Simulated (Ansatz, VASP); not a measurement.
## One calculation of Zn3P, two programs

File INCAR:

```
  PREC = Accurate
  ENCUT = 520
  EDIFF = 1E-6
  ISMEAR = -1
  SIGMA = 0.05
  LREAL = F
  LASPH = T
  NELM = 80
  ALGO = Normal
  ISIF = 2
  LWAVE = F
  LCHARG = T
  GGA = RE
  LELF = T
  LVHAR = T
  NBANDS = 28
```

The input KPOINTS:

```
Automatic mesh
0
Gamma
  4 4 4
```

Contents of POSCAR:

```
Zn3P
1.0
    3.9755180000      0.0000000000      0.0000000000
    0.0000000000      3.9755180000      0.0000000000
    0.0000000000      0.0000000000      3.9755180000
Zn P
3 1
Direct
    0.5000000000      0.5000000000      0.0000000000
    0.5000000000      0.0000000000      0.5000000000
    0.0000000000      0.5000000000      0.5000000000
    0.0000000000      0.0000000000      0.0000000000
```

File input.yaml:

```yaml
crystal:
  lattice:
    - [3.975518, 0.0, 0.0]
    - [0.0, 3.975518, 0.0]
    - [0.0, 0.0, 3.975518]
  atoms:
    - { symbol: Zn, position: [0.5, 0.5, 0.0] }
    - { symbol: Zn, position: [0.5, 0.0, 0.5] }
    - { symbol: Zn, position: [0.0, 0.5, 0.5] }
    - { symbol: P, position: [0.0, 0.0, 0.0] }
hamiltonian:
  xc: revpbe
  pseudopotentials: { kind: paw }
kpoints:
  mp_grid: { grid: [4, 4, 4] }
scf:
  occupations: { method: fermi_dirac, width: 0.05 }
  n_extra_bands: 10
output:
  forces: true
  stress: true
  eigenvalues: true
  dos: { projected: true, de: 0.05, nscf_kmesh: { grid: [6, 6, 6] } }
  write_density: true
  write_potential: true
  elf: true
  volumetric_format: npy
```

The cell comes from a database or a generator and needn't be the stable form of this composition.

Alike in both runs: functional revPBE; k mesh 4 × 4 × 4; occupations fermi-dirac, width 0.05 eV; no spin polarisation.

|  | VASP | Ansatz |
| --- | --- | --- |
| version | VASP 6.6.1 | Ansatz 0.2.0 |
| potentials or method | VASP PAW PBE potentials, release 64 (Zn, P) | Ansatz PAW |
| plane-wave cutoff (eV) | 520 | 420 |
| valence electrons in the cell | 41 | 41 |
| task | single point | projected density of states |

```tsv
	VASP	Ansatz	Ansatz less VASP
gap on the k mesh at the Fermi level (eV)	none	none	-
pressure (GPa)	1.4	1.3	-0.10
```

A gap of «none» marks a metal or a gap that the smearing closes.

Caveats: the k mesh is coarse (spacing up to 0.40 Å⁻¹), so the values aren't converged; the PAW data sets were made with another functional, which shifts forces and pressure a little (VASP); the PAW data sets come from PBE, with cores solved anew for the run's functional, which leaves a small shift of forces and pressure (Ansatz); the density of states is complete only up to the lowest level of the last band computed (Ansatz).
